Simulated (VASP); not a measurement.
OSZICAR of a VASP run on Pr (space group P6_3/mmc):

File OSZICAR:
```
       N       E                     dE             d eps       ncg     rms          rms(c)
DAV:   1     0.305395506347E+03    0.30540E+03   -0.66170E+03  2736   0.127E+03
DAV:   2     0.474972074866E+02   -0.25790E+03   -0.25239E+03  3816   0.449E+02
DAV:   3    -0.559890331205E+01   -0.53096E+02   -0.50893E+02  4736   0.245E+02
DAV:   4    -0.141383123971E+02   -0.85394E+01   -0.80559E+01  5284   0.106E+02
DAV:   5    -0.159463850044E+02   -0.18081E+01   -0.17301E+01  5472   0.480E+01    0.670E+01
DAV:   6    -0.381753704518E+02   -0.22229E+02   -0.42351E+02  4296   0.116E+02    0.611E+01
DAV:   7    -0.166092323409E+01    0.36514E+02   -0.56897E+01  4206   0.910E+01    0.390E+01
DAV:   8    -0.142619014316E+02   -0.12601E+02   -0.12925E+02  5120   0.520E+01    0.410E+01
DAV:   9    -0.142414393051E+02    0.20462E-01   -0.36904E+01  5026   0.498E+01    0.406E+01
DAV:  10    -0.134103498106E+02    0.83109E+00   -0.42729E+00  5456   0.162E+01    0.255E+01
DAV:  11    -0.116380450354E+02    0.17723E+01   -0.14873E+01  4656   0.270E+01    0.129E+01
DAV:  12    -0.117340592022E+02   -0.96014E-01   -0.12119E+00  5072   0.113E+01    0.553E+00
DAV:  13    -0.117630462946E+02   -0.28987E-01   -0.32154E-01  5388   0.520E+00    0.470E+00
DAV:  14    -0.118071365002E+02   -0.44090E-01   -0.13268E-01  5112   0.259E+00    0.568E+00
DAV:  15    -0.118403830425E+02   -0.33247E-01   -0.66077E-02  5274   0.205E+00    0.448E+00
DAV:  16    -0.118067632759E+02    0.33620E-01   -0.24158E-01  4336   0.466E+00    0.334E+00
DAV:  17    -0.118105378144E+02   -0.37745E-02   -0.62170E-02  5448   0.209E+00    0.276E+00
DAV:  18    -0.118133806899E+02   -0.28429E-02   -0.11680E-02  5362   0.869E-01    0.176E+00
DAV:  19    -0.118159238165E+02   -0.25431E-02   -0.98043E-03  5344   0.842E-01    0.882E-01
DAV:  20    -0.118178065334E+02   -0.18827E-02   -0.48920E-03  5290   0.446E-01    0.690E-01
DAV:  21    -0.118132072224E+02    0.45993E-02   -0.25371E-03  4840   0.489E-01    0.803E-01
DAV:  22    -0.118164689244E+02   -0.32617E-02   -0.90862E-04  4970   0.265E-01    0.770E-01
DAV:  23    -0.118170163727E+02   -0.54745E-03   -0.97453E-02  4568   0.232E+00    0.884E-01
DAV:  24    -0.118351746877E+02   -0.18158E-01   -0.53088E-02  4990   0.179E+00    0.909E-01
DAV:  25    -0.118549303188E+02   -0.19756E-01   -0.60679E-03  5144   0.726E-01    0.780E-01
DAV:  26    -0.118437914315E+02    0.11139E-01   -0.48283E-03  4536   0.808E-01    0.924E-01
DAV:  27    -0.118485899570E+02   -0.47985E-02   -0.45555E-04  5178   0.247E-01    0.802E-01
DAV:  28    -0.118575894324E+02   -0.89995E-02   -0.25194E-02  4672   0.145E+00    0.645E-01
DAV:  29    -0.118609874770E+02   -0.33980E-02   -0.16277E-03  4994   0.466E-01    0.451E-01
DAV:  30    -0.118620465581E+02   -0.10591E-02   -0.19251E-03  5184   0.364E-01    0.283E-01
DAV:  31    -0.118624468919E+02   -0.40033E-03   -0.10413E-03  5160   0.266E-01    0.112E-01
DAV:  32    -0.118622897116E+02    0.15718E-03   -0.13126E-03  5136   0.311E-01    0.183E-01
DAV:  33    -0.118619513015E+02    0.33841E-03   -0.15121E-03  4668   0.452E-01    0.950E-02
DAV:  34    -0.118619938833E+02   -0.42582E-04   -0.17363E-04  5192   0.139E-01    0.933E-02
DAV:  35    -0.118619915023E+02    0.23811E-05   -0.52141E-05  5130   0.773E-02    0.115E-01
DAV:  36    -0.118617761640E+02    0.21534E-03   -0.55551E-05  4896   0.788E-02    0.126E-01
DAV:  37    -0.118619008761E+02   -0.12471E-03   -0.10031E-05  3704   0.356E-02    0.125E-01
DAV:  38    -0.118620930512E+02   -0.19218E-03   -0.85578E-04  4520   0.372E-01    0.103E-01
DAV:  39    -0.118621750412E+02   -0.81990E-04   -0.18658E-04  5432   0.165E-01    0.106E-01
DAV:  40    -0.118612768214E+02    0.89822E-03   -0.84483E-04  4288   0.353E-01    0.152E-01
DAV:  41    -0.118612982930E+02   -0.21472E-04   -0.29466E-03  4336   0.714E-01    0.150E-01
DAV:  42    -0.118621690330E+02   -0.87074E-03   -0.65892E-04  5218   0.317E-01    0.119E-01
DAV:  43    -0.118628452171E+02   -0.67618E-03   -0.87188E-05  4048   0.109E-01    0.649E-02
DAV:  44    -0.118629184519E+02   -0.73235E-04   -0.43098E-05  4978   0.526E-02    0.514E-02
DAV:  45    -0.118629366397E+02   -0.18188E-04   -0.88438E-06  3688   0.310E-02    0.450E-02
DAV:  46    -0.118629438640E+02   -0.72243E-05   -0.34010E-06  2888   0.265E-02    0.393E-02
DAV:  47    -0.118629567134E+02   -0.12849E-04   -0.22280E-05  4888   0.556E-02    0.347E-02
DAV:  48    -0.118629456326E+02    0.11081E-04   -0.62300E-05  4304   0.927E-02    0.371E-02
DAV:  49    -0.118629866948E+02   -0.41062E-04   -0.14895E-05  3698   0.468E-02    0.228E-02
DAV:  50    -0.118629991095E+02   -0.12415E-04   -0.12752E-05  4696   0.464E-02    0.189E-02
DAV:  51    -0.118630036707E+02   -0.45613E-05   -0.17843E-05  4266   0.476E-02    0.179E-02
DAV:  52    -0.118630141447E+02   -0.10474E-04   -0.89185E-06  3536   0.377E-02    0.150E-02
DAV:  53    -0.118630197975E+02   -0.56528E-05   -0.99327E-06  3752   0.437E-02    0.146E-02
DAV:  54    -0.118630318991E+02   -0.12102E-04   -0.25555E-06  3122   0.274E-02    0.107E-02
DAV:  55    -0.118630335060E+02   -0.16069E-05   -0.24904E-06  2882   0.295E-02    0.107E-02
DAV:  56    -0.118630339341E+02   -0.42813E-06   -0.58795E-06  3438   0.377E-02
   1 F= -.11863034E+02 E0= -.11616232E+02  d E =-.493605E+00  mag=    -0.0000    -0.0000     5.3634
```

Problem. Which electronic solver shows in the log?

Solution. It is blocked Davidson (ALGO = Normal, or the opening steps of other solvers). The INCAR had ALGO = Normal.

Problem. How was spin treated?

Solution. With non-collinear spinors: mag has three components.

Problem. Can the final energy be trusted as converged?

Solution. The calculation finished and met its thresholds. It stopped with EDIFF = 1E-6, NELM = 100 (PBE GGA with spin-orbit coupling, plane waves, VASP's PBE PAW potentials (set 64)).

The structure was generated: Pr was put into an ordered model structure, which need not be its known phase. The cell was not relaxed at this level. The run is one of a series of settings (GGA_COMPAT = .FALSE., ISPIN removed, LNONCOLLINEAR = .TRUE., LSORBIT = .TRUE., MAGMOM = 0.0 0.0 2.0 0.0 0.0 2.0, program vasp_ncl against the base run), some of them coarse on purpose.
